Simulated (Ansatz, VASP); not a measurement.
# ZrW in two plane-wave programs, part 2 of 2

Aim: how closely do two programs agree when they are given the same cell, functional and k mesh? The cell is invented: As first built, before any earlier steps moved the atoms (in the runner's words): it takes the MoRu structure with all of its atoms replaced by other elements, volume scaled by an estimate. It may not be a known or stable phase. The cell is taken from a series of VASP runs on this material, whose earlier steps may have relaxed, scaled or displaced it; both programs get it as it stands.

VASP 6.6.1 and Ansatz 0.2.0.

So far: The structure; Ansatz: band structure, LDA; VASP: band structure, LDA; Side by side.

### 5. VASP: band structure, LDA, spin-orbit coupling

Level of this step: LDA, spin-orbit coupling; plane waves and PAW (W, Zr_sv); invented cell (VASP).

A single point gives forces, pressure and levels at one fixed geometry, so differences don't come from the geometry; what else differs is listed under the comparison.

File INCAR:

```
SYSTEM = ZrW
PREC = Accurate
ENCUT = 400
EDIFF = 1E-06
NELM = 100
ISMEAR = -1
SIGMA = 0.05
LREAL = .FALSE.
ALGO = Normal
GGA = CA
LNONCOLLINEAR = .TRUE.
MAGMOM = 0 0 0 0 0 0
NBANDS = 30
GGA_COMPAT = .FALSE.
LASPH = .TRUE.
LSORBIT = .TRUE.
LMAXMIX = 4
LORBIT = 11
LWAVE = .FALSE.
LCHARG = .FALSE.
```

File POSCAR:

```
ZrW
1.0
    2.8043403618      0.0000000497      0.0000000000
   -1.4021705923      2.4286304127      0.0000000000
    0.0000000000      0.0000000000      5.2379057669
W Zr
1 1
Direct
    0.3333333300      0.6666666700      0.0000000000
    0.0000000000      0.0000000000      0.5000000000
```

File KPOINTS:

```
Automatic mesh
0
Gamma
9 9 4
0 0 0
```

File KPOINTS_OPT:

```
Line mode
16
Line-mode
Reciprocal
  0.00000000   0.00000000   0.00000000 GAMMA
  0.50000000   0.00000000   0.00000000 M

  0.50000000   0.00000000   0.00000000 M
  0.33333333   0.33333333   0.00000000 K

  0.33333333   0.33333333   0.00000000 K
  0.00000000   0.00000000   0.00000000 GAMMA

  0.00000000   0.00000000   0.00000000 GAMMA
  0.00000000   0.00000000   0.50000000 A

  0.00000000   0.00000000   0.50000000 A
  0.50000000   0.00000000   0.50000000 L

  0.50000000   0.00000000   0.50000000 L
  0.33333333   0.33333333   0.50000000 H

  0.33333333   0.33333333   0.50000000 H
  0.00000000   0.00000000   0.50000000 A

  0.50000000   0.00000000   0.50000000 L
  0.50000000   0.00000000   0.00000000 M

  0.33333333   0.33333333   0.00000000 K
  0.33333333   0.33333333   0.50000000 H
```

Potentials, in the order of the species: W and Zr_sv (LDA family, release 64).

Started as:

```bash
$ mpirun -np 1 vasp_ncl
```

Numbers of over 12 decimals in the logs are rounded to 6 here.

Log:

```text
[... set-up lines as in an earlier step ...]
 entering main loop
       N       E                     dE             d eps       ncg     rms          rms(c)
DAV:   1     0.114038592365E+03    0.11404E+03   -0.78377E+03  3420   0.954E+02
DAV:   2    -0.138270119051E+02   -0.12787E+03   -0.12274E+03  3972   0.308E+02
DAV:   3    -0.236151249083E+02   -0.97881E+01   -0.95110E+01  6242   0.609E+01
DAV:   4    -0.239141217375E+02   -0.29900E+00   -0.29803E+00  4168   0.102E+01
[...]
DAV:  12    -0.228935488911E+02   -0.90091E-05   -0.11380E-04  4024   0.841E-02    0.233E-02
DAV:  13    -0.228935475675E+02    0.13237E-05   -0.75397E-06  4400   0.226E-02    0.617E-03
DAV:  14    -0.228935469785E+02    0.58896E-06   -0.23071E-06  3386   0.943E-03
   1 F= -.22893547E+02 E0= -.22884333E+02  d E =-.184284E-01  mag=    -0.0000     0.0000     0.0000
 Start KPOINTS_OPT (optional k-point list driver)
k-point batch [1-57\144]
       N       E                     dE             ncg
DAV:   1     0.167358747736E+04   -0.19839E+05     3428
DAV:   2    -0.574925611534E+04   -0.74228E+04     4010
DAV:   3    -0.637398840550E+04   -0.62473E+03     6282
DAV:   4    -0.639227560855E+04   -0.18287E+02     4074
DAV:   5    -0.639282079602E+04   -0.54519E+00     5112
DAV:   6    -0.639282738374E+04   -0.65877E-02     4282
DAV:   7    -0.639282751589E+04   -0.13216E-03     5106
DAV:   8    -0.639282751691E+04   -0.10115E-05     3090
DAV:   9    -0.639282751697E+04   -0.67665E-07     2542
[...]
k-point batch [115-144\144]
       N       E                     dE             ncg
DAV:   1     0.151334736274E+05   -0.21142E+05     1800
DAV:   2     0.115240774681E+05   -0.36094E+04     2072
DAV:   3     0.112658804723E+05   -0.25820E+03     2982
DAV:   4     0.112528051830E+05   -0.13075E+02     2320
DAV:   5     0.112522981241E+05   -0.50706E+00     2616
DAV:   6     0.112522934494E+05   -0.46746E-02     2340
DAV:   7     0.112522933705E+05   -0.78967E-04     2622
DAV:   8     0.112522933698E+05   -0.67474E-06     1668
```

Parts of OUTCAR (step 5):

```text
  Total        0.2429927      0.2429928     -0.0082875     -0.0000000      0.0000000      0.0000000
  in kB       10.9132469     10.9132509     -0.3722048     -0.0000017      0.0000000      0.0000000
  external PRESSURE =       7.1514310 kB  Pullay stress =       0.0000000 kB

 POSITION                                       TOTAL-FORCE (eV/Angst)
 -----------------------------------------------------------------------------------
     -0.00000      1.61909      0.00000         0.000000     -0.000000      0.000000
      0.00000      0.00000      2.61895        -0.000000      0.000000      0.000000
 -----------------------------------------------------------------------------------
    total drift:                               -0.000000     -0.000000      0.000000

  FREE ENERGIE OF THE ION-ELECTRON SYSTEM (eV)
  ---------------------------------------------------
  free  energy   TOTEN  =       -22.8935469785 eV

  energy  without entropy=      -22.8751185531  energy(sigma->0) =      -22.88433277

 magnetization (x)
# of ion       s       p       d       tot
------------------------------------------
    1        0.000  -0.000  -0.000  -0.000
    2       -0.000   0.000  -0.000  -0.000
--------------------------------------------------
tot         -0.000  -0.000  -0.000  -0.000

 magnetization (y)
# of ion       s       p       d       tot
------------------------------------------
    1        0.000   0.000  -0.000  -0.000
    2        0.000   0.000   0.000   0.000
--------------------------------------------------
tot          0.000   0.000  -0.000   0.000

 magnetization (z)
# of ion       s       p       d       tot
------------------------------------------
    1        0.000   0.000  -0.000  -0.000
    2        0.000  -0.000  -0.000  -0.000
--------------------------------------------------
tot          0.000  -0.000  -0.000  -0.000

[... 1 part as in an earlier step ...]

[... 2 further parts left out ...]
[key lines of the parts left out:]
E-fermi :   9.0302
```

The run ends at a pressure of 0.72 GPa.

### 6. Ansatz: band structure, LDA, spin-orbit coupling

The same cell, functional (in two slightly different forms), mesh and smearing now go to Ansatz, which takes its cutoff from its data sets.

The cell is taken from a series of VASP runs on this material, whose earlier steps may have relaxed, scaled or displaced it; both programs get it as it stands.

File input.yaml:

```yaml
crystal:
  lattice:
    - [2.8043403618, 4.97e-08, 0.0]
    - [-1.4021705923, 2.4286304127, 0.0]
    - [0.0, 0.0, 5.2379057669]
  atoms:
    - { symbol: W, position: [0.33333333, 0.66666667, 0.0] }
    - { symbol: Zr, position: [0.0, 0.0, 0.5] }
hamiltonian:
  xc: lda
  pseudopotentials: { kind: paw_fr }
magnetization:
  noncollinear: true
  spin_orbit: true
kpoints:
  mp_grid: { grid: [9, 9, 4] }
  band_path:
    path:
      - [0.0, 0.0, 0.0]
      - [0.13333, 0.0, 0.0]
      - [0.3, 0.0, 0.0]
      - [0.46667, 0.0, 0.0]
      - [0.46667, 0.06667, 0.0]
      - [0.41111, 0.17778, 0.0]
      - [0.35556, 0.28889, 0.0]
      - [0.28889, 0.28889, 0.0]
      - [0.17778, 0.17778, 0.0]
      - [0.06667, 0.06667, 0.0]
      - [0.0, 0.0, 0.03333]
      - [0.0, 0.0, 0.2]
      - [0.0, 0.0, 0.36667]
      - [0.0, 0.0, 0.5]
      - [0.16667, 0.0, 0.5]
      - [0.3, 0.0, 0.5]
      - [0.46667, 0.0, 0.5]
      - [0.46667, 0.06667, 0.5]
      - [0.41111, 0.17778, 0.5]
      - [0.35556, 0.28889, 0.5]
      - [0.28889, 0.28889, 0.5]
      - [0.17778, 0.17778, 0.5]
      - [0.06667, 0.06667, 0.5]
      - [0.5, 0.0, 0.46667]
      - [0.5, 0.0, 0.3]
      - [0.5, 0.0, 0.13333]
      - [0.33333, 0.33333, 0.0]
      - [0.33333, 0.33333, 0.16667]
      - [0.33333, 0.33333, 0.33333]
      - [0.33333, 0.33333, 0.5]
    npoints: 1
scf:
  occupations: { method: fermi_dirac, width: 0.05 }
  n_extra_bands: 14
output:
  forces: true
  stress: true
  eigenvalues: true
```

Started as:

```bash
$ ansatz run input.yaml --threads 2 --pin off --max-ram 4608MiB --backend cpu --events-out ev --progress --plain --runs-dir out
```

Log:

```text
[...]
non-collinear run that drives no moment, with spin-orbit: no starting moment large enough to seed its density (crystal.atoms[].spin), no starting occupations that ask for one, no magnetisation constraint and no magnetic field, so the semilocal B_xc is pinned to zero
Crystal: 2 atoms, lattice volume = 35.674 Å³
[...]
k-point 1: bands = [... 22 lower, 18.1947, 18.1947, 18.2659, 18.2918, 18.9226, 18.9226, 20.0065, 20.0529, ... 10 higher]
  k-point 2: bands = [... 22 lower, 17.6119, 17.6119, 18.2548, 18.2548, 18.8988, 18.8988, 19.8882, 19.8882, ... 10 higher]
  k-point 35: bands = [... 22 lower, 16.8080, 16.8607, 17.4498, 17.7085, 19.2240, 19.3483, 19.8707, 20.0947, ... 10 higher]
[key lines of the parts left out:]
SCF converged after 9 iterations
Magnetization: |M| = 0.0000 μB,  M = (+0.0000, +0.0000, +0.0000) μB
Free energy (F): -14230.947136 eV
Fermi energy:    18.701320 eV
P = ⅓ Tr σ = 1.4037 GPa (14.037 kbar)
```

It took 18 s on 2 threads of Arm Neoverse N1, shared host; peak memory 0.49 GiB; 35 s of CPU time.

### 7. Comparison

What differs besides the data sets and the points named for the pairs above, as far as they apply: spin-orbit coupling enters by fully relativistic files in Ansatz and inside the spheres in VASP; the data sets hold 26 valence electrons in Ansatz (fully relativistic PAW (standard-fr) files) and 18 in VASP. Total energies have different zeros and are not compared.

Compared:

```
      quantity  Ansatz  VASP  difference
pressure (GPa)    1.40  0.72       +0.69
```

Levels from 3 eV below to 2 eV above the Fermi level differ by 15 meV r.m.s. and 53 meV at most; each VASP level is matched to the nearest of Ansatz, which flatters the figure a little.

### 8. What came out

| Quantity | Value |
| --- | --- |
| r.m.s. difference of levels near the Fermi level (band structure, LDA) | 6.6 meV |
| difference in pressure (band structure, LDA) | 0.62 GPa |
| r.m.s. difference of levels near the Fermi level (band structure, LDA, spin-orbit coupling) | 15 meV |
| difference in pressure (band structure, LDA, spin-orbit coupling) | 0.69 GPa |

What this shows: The difference in pressure is 0.69 GPa (band structure, LDA, spin-orbit coupling), within the 1 GPa picked in this series as the mark of a large difference. How closely two codes agree says nothing of how well the functional describes the real material.

[Lines on the potential files, build, host, timing and source positions are cut from VASP's logs without a mark.]

[Logs are printed without paths, hosts, clocks, repeated set-up lines and the standing remarks that a program may print on its own settings, such as how far it seeks lower states.]

[Hosts, paths, dates, database ids (printed as entryN), source tags and the programs' standing remarks are cut or masked in the printed files.]
